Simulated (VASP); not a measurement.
These are PBEsol GGA, VASP's PBE PAW potentials (set 64) (plane waves; VASP 6.6.1) values and carry that method's errors.

A VASP calculation is set up with these files.

POSCAR:
```
Al
1.0
  1.7784240000   1.0267740000   3.2978710000
 -1.7784240000   1.0267740000   3.2978710000
  0.0000000000  -2.0535480000   3.2978710000
Al
2
Cartesian
  0.0000000000  -0.0000000000   2.2511927020
 -0.0000000000   0.0000000000   7.6424202980
```

File KPOINTS:
```
Automatic mesh
0
Gamma
11 11 11
0 0 0
```

**INCAR**
```
! general
SYSTEM=Al
PREC  =Accurate
ENCUT =400
LREAL =.FALSE.
LASPH =.TRUE.

! electronic loop
EDIFF =1E-6
NELM  =100
ALGO  =Normal

! smearing
ISMEAR=1
SIGMA =0.1

! functional
GGA   =PS

! ions
IBRION=2
NSW   =60
ISIF  =3
EDIFFG=-0.01

! output
LWAVE =.FALSE.
LCHARG=.FALSE.
```

POTCAR, in this order: Al (PBE.64 set). Program: vasp_std.

The resulting files:

**OSZICAR**
```
...
       N       E                     dE             d eps       ncg     rms          rms(c)
DAV:   1    -0.815232992537E+01   -0.59581E-01   -0.85446E-01  2534   0.504E+00    0.271E-01
DAV:   2    -0.814780329198E+01    0.45266E-02   -0.34877E-02  2604   0.129E+00    0.135E-01
DAV:   3    -0.814700628604E+01    0.79701E-03   -0.40132E-03  2730   0.331E-01    0.572E-02
DAV:   4    -0.814695483648E+01    0.51450E-04   -0.35313E-04  2478   0.135E-01    0.109E-02
DAV:   5    -0.814695279132E+01    0.20452E-05   -0.12022E-05  3108   0.208E-02    0.338E-03
DAV:   6    -0.814695287190E+01   -0.80582E-07   -0.29427E-07  1568   0.453E-03
  17 F= -.81469529E+01 E0= -.81470036E+01  d E =-.775379E-01
       N       E                     dE             d eps       ncg     rms          rms(c)
DAV:   1    -0.819991552734E+01   -0.52963E-01   -0.32383E+00  2646   0.996E+00    0.553E-01
DAV:   2    -0.818291556231E+01    0.17000E-01   -0.13532E-01  2590   0.256E+00    0.278E-01
DAV:   3    -0.818021571853E+01    0.26998E-02   -0.13472E-02  2751   0.631E-01    0.124E-01
DAV:   4    -0.817998715066E+01    0.22857E-03   -0.13478E-03  2555   0.260E-01    0.249E-02
DAV:   5    -0.817997251601E+01    0.14635E-04   -0.75690E-05  2898   0.491E-02    0.693E-03
DAV:   6    -0.817997276745E+01   -0.25144E-06   -0.23591E-06  2387   0.130E-02
  18 F= -.81799728E+01 E0= -.81798641E+01  d E =-.110558E+00
       N       E                     dE             d eps       ncg     rms          rms(c)
DAV:   1    -0.818196252634E+01   -0.19900E-02   -0.11017E-01  2555   0.184E+00    0.108E-01
DAV:   2    -0.818138543509E+01    0.57709E-03   -0.46977E-03  2737   0.481E-01    0.543E-02
DAV:   3    -0.818128377622E+01    0.10166E-03   -0.43010E-04  2667   0.112E-01    0.254E-02
DAV:   4    -0.818127363092E+01    0.10145E-04   -0.47171E-05  2646   0.475E-02    0.438E-03
DAV:   5    -0.818127335597E+01    0.27495E-06   -0.17107E-06  2184   0.789E-03
  19 F= -.81812734E+01 E0= -.81810995E+01  d E =-.111858E+00
       N       E                     dE             d eps       ncg     rms          rms(c)
DAV:   1    -0.818846969533E+01   -0.71961E-02   -0.66552E-02  2709   0.159E+00    0.190E-01
DAV:   2    -0.818812532641E+01    0.34437E-03   -0.15008E-03  2478   0.279E-01    0.682E-02
DAV:   3    -0.818799420679E+01    0.13112E-03   -0.12933E-04  2877   0.672E-02    0.339E-02
DAV:   4    -0.818796058230E+01    0.33624E-04   -0.23303E-05  2415   0.308E-02    0.131E-02
DAV:   5    -0.818796053277E+01    0.49530E-07   -0.24277E-07  1715   0.429E-03
  20 F= -.81879605E+01 E0= -.81876925E+01  d E =-.668718E-02
       N       E                     dE             d eps       ncg     rms          rms(c)
DAV:   1    -0.818845677097E+01   -0.49619E-03   -0.69505E-03  2667   0.514E-01    0.621E-02
DAV:   2    -0.818842165377E+01    0.35117E-04   -0.16054E-04  2548   0.907E-02    0.221E-02
DAV:   3    -0.818840877976E+01    0.12874E-04   -0.13533E-05  2807   0.217E-02    0.109E-02
DAV:   4    -0.818840582030E+01    0.29595E-05   -0.24156E-06  2233   0.994E-03    0.419E-03
DAV:   5    -0.818840584641E+01   -0.26108E-07   -0.27429E-08  1246   0.148E-03
  21 F= -.81884058E+01 E0= -.81881232E+01  d E =-.713249E-02
       N       E                     dE             d eps       ncg     rms          rms(c)
DAV:   1    -0.818856290556E+01   -0.15709E-03   -0.11525E-03  2891   0.187E-01    0.177E-02
DAV:   2    -0.818855396244E+01    0.89431E-05   -0.26446E-05  2422   0.371E-02    0.100E-02
DAV:   3    -0.818855025882E+01    0.37036E-05   -0.63973E-06  2954   0.128E-02    0.250E-03
DAV:   4    -0.818855006758E+01    0.19124E-06   -0.62238E-07  1281   0.493E-03
  22 F= -.81885501E+01 E0= -.81882258E+01  d E =-.144221E-03
       N       E                     dE             d eps       ncg     rms          rms(c)
DAV:   1    -0.818907259604E+01   -0.52234E-03   -0.10394E-02  2877   0.563E-01    0.517E-02
DAV:   2    -0.818899553150E+01    0.77065E-04   -0.23870E-04  2422   0.112E-01    0.294E-02
DAV:   3    -0.818896352816E+01    0.32003E-04   -0.55819E-05  3045   0.379E-02    0.768E-03
DAV:   4    -0.818896186335E+01    0.16648E-05   -0.58104E-06  2653   0.148E-02    0.182E-03
DAV:   5    -0.818896185198E+01    0.11377E-07   -0.10919E-07  1309   0.272E-03
  23 F= -.81889619E+01 E0= -.81886714E+01  d E =-.556006E-03
       N       E                     dE             d eps       ncg     rms          rms(c)
DAV:   1    -0.819000716985E+01   -0.10453E-02   -0.41788E-02  2898   0.113E+00    0.972E-02
DAV:   2    -0.818974024690E+01    0.26692E-03   -0.88031E-04  2464   0.223E-01    0.556E-02
DAV:   3    -0.818962202933E+01    0.11822E-03   -0.21299E-04  2968   0.739E-02    0.142E-02
DAV:   4    -0.818961664317E+01    0.53862E-05   -0.20508E-05  2821   0.284E-02    0.343E-03
DAV:   5    -0.818961660768E+01    0.35485E-07   -0.40470E-07  1470   0.502E-03
  24 F= -.81896166E+01 E0= -.81896627E+01  d E =-.121076E-02
       N       E                     dE             d eps       ncg     rms          rms(c)
DAV:   1    -0.818972905544E+01   -0.11241E-03   -0.93598E-04  2982   0.169E-01    0.168E-02
DAV:   2    -0.818972262154E+01    0.64339E-05   -0.82790E-06  2380   0.224E-02    0.943E-03
DAV:   3    -0.818971940696E+01    0.32146E-05   -0.67950E-06  2758   0.127E-02    0.651E-04
DAV:   4    -0.818971941915E+01   -0.12195E-07   -0.10983E-07  1218   0.280E-03
  25 F= -.81897194E+01 E0= -.81897729E+01  d E =-.102811E-03
       N       E                     dE             d eps       ncg     rms          rms(c)
DAV:   1    -0.818984374177E+01   -0.12433E-03   -0.36632E-03  3003   0.334E-01    0.330E-02
DAV:   2    -0.818981794485E+01    0.25797E-04   -0.32720E-05  2359   0.445E-02    0.186E-02
DAV:   3    -0.818980485079E+01    0.13094E-04   -0.26997E-05  2751   0.254E-02    0.134E-03
DAV:   4    -0.818980489429E+01   -0.43496E-07   -0.44290E-07  1393   0.558E-03
  26 F= -.81898049E+01 E0= -.81898653E+01  d E =-.188287E-03
       N       E                     dE             d eps       ncg     rms          rms(c)
DAV:   1    -0.818989626502E+01   -0.91414E-04   -0.41300E-04  2415   0.116E-01    0.758E-03
DAV:   2    -0.818989479140E+01    0.14736E-05   -0.17597E-05  2660   0.300E-02    0.275E-03
DAV:   3    -0.818989461042E+01    0.18097E-06   -0.12830E-06  2079   0.645E-03
  27 F= -.81898946E+01 E0= -.81899557E+01  d E =-.897161E-04
       N       E                     dE             d eps       ncg     rms          rms(c)
DAV:   1    -0.819007225079E+01   -0.17746E-03   -0.37391E-03  2436   0.350E-01    0.227E-02
DAV:   2    -0.819005741735E+01    0.14833E-04   -0.15913E-04  2695   0.899E-02    0.853E-03
DAV:   3    -0.819005526555E+01    0.21518E-05   -0.12110E-05  2716   0.196E-02    0.498E-03
DAV:   4    -0.819005511409E+01    0.15146E-06   -0.88231E-07  1568   0.744E-03
  28 F= -.81900551E+01 E0= -.81901171E+01  d E =-.250220E-03
       N       E                     dE             d eps       ncg     rms          rms(c)
DAV:   1    -0.819007769543E+01   -0.22430E-04   -0.87012E-04  2429   0.169E-01    0.108E-02
DAV:   2    -0.819007432629E+01    0.33691E-05   -0.37436E-05  2730   0.436E-02    0.404E-03
DAV:   3    -0.819007388271E+01    0.44358E-06   -0.28061E-06  2590   0.942E-03
  29 F= -.81900739E+01 E0= -.81901357E+01  d E =-.268988E-03
       N       E                     dE             d eps       ncg     rms          rms(c)
DAV:   1    -0.819010094055E+01   -0.26614E-04   -0.28378E-04  2464   0.990E-02    0.872E-03
DAV:   2    -0.819009971633E+01    0.12242E-05   -0.10881E-05  2765   0.237E-02    0.294E-03
DAV:   3    -0.819009938442E+01    0.33190E-06   -0.71162E-07  1624   0.496E-03
  30 F= -.81900994E+01 E0= -.81901613E+01  d E =-.255017E-04
```

### OUTCAR
```
------------------------ aborting loop because EDIFF is reached ----------------------------------------
  FORCE on cell =-STRESS in cart. coord.  units (eV):
  Direction    XX          YY          ZZ          XY          YZ          ZX
  --------------------------------------------------------------------------------------
  Total        0.0088842      0.0088842      0.0182925      0.0000000      0.0000000      0.0000000
  in kB        0.4391135      0.4391137      0.9041293      0.0000000      0.0000000      0.0000000
  external PRESSURE =       0.5941188 kB  Pullay stress =       0.0000000 kB
  volume of cell :       32.42
      direct lattice vectors                 reciprocal lattice vectors
     1.411798312  0.815102280  4.694799773     0.354158236  0.204473317  0.071000543
    -1.411798312  0.815102280  4.694799773    -0.354158236  0.204473317  0.071000543
    -0.000000000 -1.630204560  4.694799773     0.000000000 -0.408946633  0.071000543
 POSITION                                       TOTAL-FORCE (eV/Angst)
 -----------------------------------------------------------------------------------
     -0.00000     -0.00000      3.52059        -0.000000     -0.000000      0.004865
     -0.00000     -0.00000     10.56381         0.000000      0.000000     -0.004865
 -----------------------------------------------------------------------------------
    total drift:                                0.000000     -0.000000     -0.000000
  FREE ENERGIE OF THE ION-ELECTRON SYSTEM (eV)
  ---------------------------------------------------
  free  energy   TOTEN  =        -8.1900993844 eV

  energy  without entropy=       -8.1902850969  energy(sigma->0) =       -8.19016129

 reached required accuracy - stopping structural energy minimisation
```
(Selected blocks of OUTCAR.)

**CONTCAR**
```
Al
   1.00000000000000
     1.4117983117036925    0.8151022802414890    4.6947997733157587
    -1.4117983117036925    0.8151022802414890    4.6947997733157587
    -0.0000000000000001   -1.6302045604829789    4.6947997733157587
  Al
     2
Direct
     0.2499636875403208    0.2499636875403208    0.2499636875403208
     0.7500363124596792    0.7500363124596792    0.7500363124596792
```

Energy and stress use the plane-wave basis of the starting cell.

The structure was generated: Al was put into the A7 type (R-3m), which need not be its known phase. This run relaxes it. Symmetry was kept, so distortions that lower it aren't found.
